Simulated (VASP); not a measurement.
Calculation: PBEsol GGA, VASP's PBE PAW potentials (set 64) (plane waves; VASP).

VASP input:

**KPOINTS**
```
Automatic mesh
0
Gamma
14 14 8
0 0 0
```

INCAR:
```
# general
SYSTEM =Re
PREC   =Accurate
ENCUT  =480   # plane-wave cut-off (eV)
LREAL  =.False.
LASPH  =.True.   # aspherical one-centre terms

# electronic loop
EDIFF  =1E-7   # SCF stop (eV)
NELM   =100   # most electronic steps
ALGO   =Normal   # blocked Davidson
LMAXMIX=6   # l cut-off of mixed one-centre charges

# smearing
ISMEAR =1   # Methfessel-Paxton
SIGMA  =0.1

# functional
GGA    =PS   # PBEsol

# ions
IBRION =2
NSW    =40   # most ionic steps
ISIF   =3
EDIFFG =-0.01
PSTRESS=50   # kbar

# output
LWAVE  =.False.
LCHARG =.False.
```

**POSCAR**
```
Re
1
    1.3691107905    -2.3713693376    -0.0000000000
    1.3691107905     2.3713693376     0.0000000000
    0.0000000000     0.0000000000     4.4303243617
Re
2
Direct
  0.3333330000   0.6666670000   0.2500000000
  0.6666670000   0.3333330000   0.7500000000
```

POTCAR, in this order: Re (PBE.64 set). Program: vasp_std.

The run wrote:

OUTCAR:
```
 ion  position               nearest neighbor table
   1  0.333  0.667  0.250-   2 2.72   2 2.72   2 2.72   2 2.72   2 2.72   2 2.72
   2  0.667  0.333  0.750-   1 2.72   1 2.72   1 2.72   1 2.72   1 2.72   1 2.72
  LATTYP: Found a hexagonal cell.
 ALAT       =     2.7382214834
 C/A-ratio  =     1.6179569069
 Subroutine PRICEL returns:
 Original cell was already a primitive cell.
 Subroutine GETGRP returns: Found 24 space group operations
The static configuration has the point symmetry D_3d.
 The point group associated with its full space group is D_6h.
The dynamic configuration has the point symmetry D_3d.
 Subroutine INISYM returns: Found 24 space group operations
 Subroutine IBZKPT returns following result:
 Found    120 irreducible k-points:

 Following reciprocal coordinates:
            Coordinates               Weight
  0.000000  0.000000  0.000000      1.000000
  0.071429  0.000000  0.000000      6.000000
  0.142857  0.000000  0.000000      6.000000
  0.214286 -0.000000  0.000000      6.000000
  0.285714  0.000000  0.000000      6.000000
  0.357143  0.000000  0.000000      6.000000
  0.428571 -0.000000  0.000000      6.000000
  0.500000  0.000000  0.000000      3.000000
  0.071429  0.071429  0.000000      6.000000
  0.142857  0.071429  0.000000     12.000000
  0.214286  0.071429  0.000000     12.000000
  0.285714  0.071429  0.000000     12.000000
  0.357143  0.071429  0.000000     12.000000
  0.428571  0.071429  0.000000     12.000000
  0.142857  0.142857  0.000000      6.000000
  0.214286  0.142857  0.000000     12.000000
  0.285714  0.142857  0.000000     12.000000
  0.357143  0.142857  0.000000     12.000000
  0.428571  0.142857  0.000000      6.000000
  0.214286  0.214286  0.000000      6.000000
  0.285714  0.214286  0.000000     12.000000
  0.357143  0.214286  0.000000     12.000000
  0.285714  0.285714  0.000000      6.000000
  0.357143  0.285714  0.000000      6.000000
  0.000000  0.000000  0.125000      2.000000
  0.071429  0.000000  0.125000     12.000000
  0.142857  0.000000  0.125000     12.000000
  0.214286 -0.000000  0.125000     12.000000
  0.285714  0.000000  0.125000     12.000000
  0.357143  0.000000  0.125000     12.000000
  0.428571 -0.000000  0.125000     12.000000
  0.500000  0.000000  0.125000      6.000000
  0.071429  0.071429  0.125000     12.000000
  0.142857  0.071429  0.125000     24.000000
  0.214286  0.071429  0.125000     24.000000
  0.285714  0.071429  0.125000     24.000000
  0.357143  0.071429  0.125000     24.000000
  0.428571  0.071429  0.125000     24.000000
  0.142857  0.142857  0.125000     12.000000
  0.214286  0.142857  0.125000     24.000000
   k-points           NKPTS =    120   k-points in BZ     NKDIM =    120   number of bands    NBANDS=     11
   number of dos      NEDOS =    301   number of ions     NIONS =      2
   total plane-waves  NPLWV =  12800
   dimension x,y,z NGX =    20 NGY =   20 NGZ =   32
   dimension x,y,z NGXF=    40 NGYF=   40 NGZF=   64
   ions per type =               2
   PREC   = accura    normal or accurate (medium, high low for compatibility)
   ISTART =      0    job   : 0-new  1-cont  2-samecut
   ICHARG =      2    charge: 1-file 2-atom 10-const
   ISPIN  =      1    spin polarized calculation?
   LNONCOLLINEAR =      F non collinear calculations
   LSORBIT =      F    spin-orbit coupling
   INIWAV =      1    electr: 0-lowe 1-rand  2-diag
   ENCUT  =  480.0 eV  35.28 Ry    5.94 a.u.   4.89  4.89  7.91*2*pi/ulx,y,z
   NELM   =    100;   NELMIN=  2; NELMDL= -5     # of ELM steps
   EDIFF  = 0.1E-06   stopping-criterion for ELM
   LREAL  =      F    real-space projection
...
```

File OSZICAR:
```
       N       E                     dE             d eps       ncg     rms          rms(c)
DAV:   1     0.245535122014E+02    0.24554E+02   -0.67282E+03  4860   0.152E+03
DAV:   2    -0.223825381532E+02   -0.46936E+02   -0.40041E+02  4262   0.333E+02
DAV:   3    -0.279413298602E+02   -0.55588E+01   -0.45990E+01  4547   0.215E+02
DAV:   4    -0.282041606589E+02   -0.26283E+00   -0.23596E+00  4737   0.229E+01
DAV:   5    -0.282145354176E+02   -0.10375E-01   -0.99663E-02  4640   0.273E+00    0.465E+01
DAV:   6    -0.271258314044E+02    0.10887E+01   -0.10521E+00  4936   0.307E+01    0.197E+01
DAV:   7    -0.267477994390E+02    0.37803E+00   -0.78630E-01  5061   0.254E+01    0.539E-01
DAV:   8    -0.267349950342E+02    0.12804E-01   -0.93070E-03  4973   0.929E-01    0.154E-01
DAV:   9    -0.267340716072E+02    0.92343E-03   -0.58456E-04  4963   0.238E-01    0.392E-02
DAV:  10    -0.267340721361E+02   -0.52895E-06   -0.51263E-05  4297   0.756E-02    0.750E-03
DAV:  11    -0.267340723582E+02   -0.22202E-06   -0.10004E-06  4115   0.215E-02    0.293E-03
DAV:  12    -0.267340720474E+02    0.31075E-06   -0.45568E-08  2413   0.587E-03    0.706E-04
DAV:  13    -0.267340720545E+02   -0.70618E-08   -0.22048E-08  2343   0.605E-03
   1 F= -.25836307E+02 E0= -.25836588E+02  d E =-.258363E+02
```

**OUTCAR**
```
------------------------ aborting loop because EDIFF is reached ----------------------------------------
  FORCE on cell =-STRESS in cart. coord.  units (eV):
  Direction    XX          YY          ZZ          XY          YZ          ZX
  --------------------------------------------------------------------------------------
  Total        0.8934061      0.8934060      0.8994596      0.0000000     -0.0000000      0.0000000
  in kB       49.7572285     49.7572237     50.0943698      0.0000000     -0.0000000      0.0000000
  external PRESSURE =      -0.1303927 kB  Pullay stress =      50.0000000 kB
  volume of cell :       28.77
      direct lattice vectors                 reciprocal lattice vectors
     1.369110790 -2.371369338  0.000000000     0.365200540 -0.210848640  0.000000000
     1.369110790  2.371369338  0.000000000     0.365200540  0.210848640  0.000000000
     0.000000000  0.000000000  4.430324362     0.000000000  0.000000000  0.225717107
 POSITION                                       TOTAL-FORCE (eV/Angst)
 -----------------------------------------------------------------------------------
      1.36911      0.79046      1.10758         0.000000      0.000000      0.000000
      1.36911     -0.79046      3.32274        -0.000000     -0.000000      0.000000
 -----------------------------------------------------------------------------------
    total drift:                                0.000000      0.000007     -0.000016
  FREE ENERGIE OF THE ION-ELECTRON SYSTEM (eV)
  ---------------------------------------------------
  free  energy   TOTEN  =       -26.7340720545 eV

  energy  without entropy=      -26.7349158358  energy(sigma->0) =      -26.73435331
  enthalpy is  TOTEN    =       -25.8363069208 eV   P V=        0.8977651336

 reached required accuracy - stopping structural energy minimisation
```
(Selected blocks of OUTCAR.)

The compound is Re in the hcp structure. It was relaxed first under an external pressure of 5 GPa.
